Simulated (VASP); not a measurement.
The system is Rh.

```
CELL_PARAMETERS angstrom
0.00000 1.88961 1.88961
1.88961 0.00000 1.88961
1.88961 1.88961 0.00000
ATOMIC_POSITIONS crystal
Rh 0.00000 0.00000 0.00000
```

Base run:

* Program: VASP 6.6.1
* Functional: PBEsol
* Potentials or basis: VASP PAW PBE potentials, release 64 (Rh_pv)
* Cutoff: 520 eV
* k mesh: 18 × 18 × 18
* Occupations: gaussian, width 0.5 eV
* Spin: no spin polarisation

Its results: band gap on the k mesh none (metal or under the smearing width); pressure 1.8 GPa.

The run is repeated on the same cell with these changes: cutoff from 520 eV to 700 eV; occupations from gaussian, width 0.5 eV to gaussian, width 0.1 eV. What comes out?

Band gap on the k mesh none (metal or under the smearing width); pressure 0.2 GPa.

Caveats: the PAW data sets were made with another functional, which shifts forces and pressure a little.
